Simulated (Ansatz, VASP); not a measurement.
**AlNi in two plane-wave programs**

Aim: how closely do two programs agree when they are given the same cell, functional and k mesh? The cell is taken from a series of runs on this material, whose earlier steps may have relaxed, scaled, displaced or heated it; both programs get it as it stands.

Main program and level: Ansatz 0.2.0; plane waves, with VASP 6.6.1 beside it; zone-centre phonons at LDA.

## Step 1: Set-up

Symmetry: P4/mmm, No. 123, tetragonal system. The conventional cell has a = 2.747 Å, b = 2.747 Å, c = 2.959 Å, α = 90.00°, β = 90.00°, γ = 90.00°. Nearest to Al lie 8 Ni at 2.44 Å. Ni has 8 Al at 2.44 Å nearest. Farther neighbours are not listed.

## Step 2: Ansatz: zone-centre phonons, LDA

Ansatz runs on its PAW soft_1 files.

Second derivatives magnify differences that forces hide, and they need a tight electronic threshold.

input.yaml

```yaml
crystal:
  lattice:
    - [2.7469591223, 0.0, 0.0]
    - [0.0, 2.7469591223, 0.0]
    - [0.0, 0.0, 2.9585284789]
  atoms:
    - { symbol: Al, position: [0.0, 0.0, 0.0] }
    - { symbol: Ni, position: [0.5, 0.5, 0.5] }
kpoints:
  mp_grid: { grid: [16, 16, 16] }
hamiltonian:
  xc: lda
  pseudopotentials: { kind: paw, azcp: { folder: soft_1 }, xc_functional: pbe }
scf:
  occupations: { method: methfessel_paxton, width: 0.2 }
output:
  eigenvalues: true
phonons:
  method: dfpt
```

Started as:

```console
$ ansatz run input.yaml --threads 4 --pin off --max-ram 10240MiB --backend cpu --events-out ev --progress --plain --runs-dir out
```

Numbers of over 12 decimals in the logs are rounded to 6 here.

Output:

```text
zone centre: on kpoints.mp_grid the ground state, and the responses unless they are solved on pairs of k-points, stand on 729 of the mesh's 4096 k-points, reduced under 8 symmetry operations, with k and −k counted as one. Each operation leaves every solved displacement unchanged or reverses it
Engine: ansatz 0.2.0, aarch64-unknown-linux-gnu
Pseudopotentials: kind: paw
Pseudopotential: Al, paw, valence charge 3, recommended cutoff 420 eV (normal), soft_1/Al.paw.azcp
Pseudopotential: Ni, paw, valence charge 18, recommended cutoff 420 eV (normal), soft_1/Ni.paw.azcp
Functional definition: SPW92
  exchange = slater_x
  correlation = pw_c
Crystal: 2 atoms, lattice volume = 22.324 Å³
Basis set: ecut = 420 eV, 453 PW (Γ), exchange–correlation on 40×40×40 points (8 copies of the dense FFT grid, shifted against one another)
Bands: 15, of which v1, the nominal top of the filled ones, is band 11 counted from 1 (10 counted from 0)
Symmetry: 16 space group operations
k-points: 729 of 4096 (irreducible under 8 space group operations)
Non-local potential: Al, projectors of the file, l = 0: 2, l = 1: 2, l = 2: 1
Non-local potential: Ni, projectors of the file, l = 0: 3, l = 1: 2, l = 2: 3, l = 3: 1
PAW form: soft (Blöchl's): semilocal exchange-correlation on the pseudo side does not see the compensation charge
PAW frozen core: Al, regenerated for the run's functional, and the local potential with it (the file was generated under x = pbe(κ = 0.804, μ = 0.219515), c = pbe(β = 0.066725))
PAW frozen core: Ni, regenerated for the run's functional, and the local potential with it (the file was generated under x = pbe(κ = 0.804, μ = 0.219515), c = pbe(β = 0.066725))
PAW one-centre angular grid: Al, 110 points (default); XC on 64 Gauss nodes
PAW one-centre angular grid: Ni, 590 points (default); XC on 64 Gauss nodes
Initial density: superposition of atomic densities (chi_scale 0.1, normalization cell, long waves kept (reshape's long-wave potential 0.00 eV rms))
Initial wavefunctions: pseudopotential atomic-orbital guess
Functional: x = slater, c = lda
SCF iter   1: F=—  HF=-6288.017995 eV  |F-HF|=—  |Δ(HF+E_count)|=         —  Δρ=6.86e-2  dr2=1.16e0  ethr=3.10e-3  ⟨swp⟩=4.1  Hψ=48550  notcnv=0
preconditioner: auto → none  [metal: Δε(μ)=0.001 eV  Ē_g=10.622 eV  σ=0.200 eV  W_gap=0.00  n_scr=6 (ndim 8)  ℏωp=28.3 eV  f_vac=0.000  D(μ)=0.79/eV (n_scr^D=6)  sad-step TF]
SCF iter   2: F=—  HF=-6287.852257 eV  |F-HF|=—  |Δ(HF+E_count)|=   1.66e-1  S|Δr|=    0.00e0  Δρ=5.59e-2  dr2=7.77e-1  ethr=3.10e-3  ⟨swp⟩=2.0  Hψ=19401  notcnv=0  defer=129
SCF iter   3: F=—  HF=-6287.658253 eV  |F-HF|=—  |Δ(HF+E_count)|=   1.94e-1  S|Δr|=    0.00e0  Δρ=1.32e-2  dr2=4.35e-2  ethr=3.10e-3  ⟨swp⟩=2.0  Hψ=13929  notcnv=0  defer=129
SCF iter   4: F=—  HF=-6287.649253 eV  |F-HF|=—  |Δ(HF+E_count)|=   9.00e-3  S|Δr|=    0.00e0  Δρ=2.88e-3  dr2=9.61e-4  ethr=2.07e-4  ⟨swp⟩=1.1  Hψ=16409  notcnv=0  defer=142
SCF iter   5: F=—  HF=-6287.649397 eV  |F-HF|=—  |Δ(HF+E_count)|=   1.43e-4  S|Δr|=    0.00e0  Δρ=1.61e-3  dr2=2.80e-4  ethr=4.57e-6  ⟨swp⟩=2.2  Hψ=15378  notcnv=0  defer=144
SCF iter   6: F=—  HF=-6287.649322 eV  |F-HF|=—  |Δ(HF+E_count)|=   7.41e-5  S|Δr|=    0.00e0  Δρ=2.52e-4  dr2=7.88e-6  ethr=1.33e-6  ⟨swp⟩=2.3  Hψ=15435  notcnv=0  defer=144
SCF iter   7: F=—  HF=-6287.649305 eV  |F-HF|=—  |Δ(HF+E_count)|=   1.74e-5  S|Δr|=    0.00e0  Δρ=1.95e-5  dr2=5.10e-8  ethr=3.75e-8  ⟨swp⟩=2.2  Hψ=14922  notcnv=0  defer=144
SCF iter   8: F=—  HF=-6287.649328 eV  |F-HF|=—  |Δ(HF+E_count)|=   2.31e-5  S|Δr|=    0.00e0  Δρ=6.56e-7  dr2=3.07e-11  ethr=2.43e-10  ⟨swp⟩=2.1  Hψ=16439  notcnv=0  defer=145
SCF iter   9: F=-6287.649328 eV  HF=-6287.649328 eV  |F-HF|=3.64e-12  |Δ(HF+E_count)|=  1.27e-11  S|Δr|=    0.00e0  Δρ=1.33e-7  dr2=1.55e-12  ethr=1.00e-12  ⟨swp⟩=6.4  Hψ=46690  notcnv=0
SCF 1 converged in 9 iterations: F = -6287.649328 eV  dr2 = 1.55e-12
  greatest PAW one-centre occupation: 1.001 electrons in one spin orbital (limit 2), on the Ni atom at site 1 (counted from 0), in its partial waves of l = 1
DFPT response loops at Γ: preconditioner auto → Kerker (q_TF=auto, 2.701 Å⁻¹) (partly filled bands, converged f_vac=0.000); β = 1.00, the filter's whole step (`scf.mixing.beta` (0.50) is not read by the response loops under this deck's `scf.mixing.preconditioner`; to damp them name `kerker` or `kerker_dos`, under which they read `scf.mixing.beta`, and type it under 1.00, their step now; both keys bind the ground state too); Broyden in place of MSR1
SCF converged after 9 iterations
Stability not checked: this state was not tested for a lower state beside it, because cold or Methfessel-Paxton smearing, or corrected tetrahedra, fill the levels in a way that the test cannot read (fill_not_monotonic; see scf.lower_state_search)
Free energy (F): -6287.649328 eV
Harris-Foulkes:  -6287.649328 eV  (|F-HF|=3.64e-12)
Internal energy: -6287.648047 eV  (E = F + TS)
E sigma→0 (E₀):  -6287.649008 eV
Entropy (-TS):   -0.001281 eV (-0.640 meV/atom)
Fermi energy:    14.733009 eV
--- Per-component energies (eV) ---
  E_band       = -320.925804
  E_kinetic    = 371.653529
  E_local      = -3661.721635  (includes V_loc(G=0)·N_el)
  E_nonlocal   = -101.725763
  E_hartree    = 1928.265940
  E_xc         = -152.763362
  E_vxc        = -179.111265  (∫ρ·V_xc dr)
  E_paw        = -2037.624338  (= ΣΔE_a)
  E_vpaw       = -606.553298  (= ΣTr[D̂ρ^β])
  E_aug_tail   = 0.000841  (compensation charges beyond the density's cutoff)
  E_ewald      = -2634.223098
  E_core_change = 0.489838  (= ΣΔE_core)
  E_smearing   = -0.001281  (= −TS)
  E_closure    = -0.000000  (closes the sum)
  Σ components = -6287.649328   (vs F -6287.649328, Δ=0.00e0)
--- Band table (eV; the first three rows and the last of 729) ---
  k-point 0: bands = [... 7 lower, 12.9750, 12.9750, 13.1957, 18.7282, 21.4280, 21.4280, 22.6245, 23.4132]
  k-point 1: bands = [... 7 lower, 12.9506, 12.9506, 13.1981, 18.1465, 21.5154, 21.5154, 23.2496, 23.4052]
  k-point 2: bands = [... 7 lower, 12.8825, 12.8825, 13.2050, 16.9948, 21.7728, 21.7728, 23.3815, 24.5160]
  k-point 728: bands = [... 7 lower, 13.5430, 13.7660, 16.5728, 16.7544, 16.7544, 18.9765, 19.2677, 19.2677]
--- Phonons (Γ-DFPT): 4 representative perturbations + reference, on 729 of 4096 k-points (Σ response iterations 13) ---
  k mesh reduced under 8 symmetry operations, with k and −k counted as one. Each operation leaves every solved displacement unchanged or reverses it
  ASR residual: 1.086e-4 → 0.000e0 eV/Å²; symmetrization residual: 9.024e-7 eV/Å²
  ASR residual per site (eV/Å²): 2.77e-5 1.09e-4
  Γ frequencies (cm⁻¹): 0.00 0.00 0.00 312.34 312.34 322.24
  non-analytic LO–TO correction: not included (Born effective charges unavailable; polar crystals: no LO–TO splitting at Γ)
```

In the SCF lines HF is the Harris–Foulkes energy and dr2 the Hartree energy of the density residual, in eV; the loop may stop once dr2 is under the threshold and the program's other checks hold. Hψ counts applications of the Hamiltonian.

[end of part 1 of 2]

[Lines on the potential files, build, host, timing and source positions are cut from VASP's logs without a mark.]

[Logs are printed without paths, hosts, clocks, repeated set-up lines and the standing remarks that a program may print on its own settings, such as how far it seeks lower states.]

[Hosts, paths, dates, database ids (printed as entryN), source tags and the programs' standing remarks are cut or masked in the printed files.]
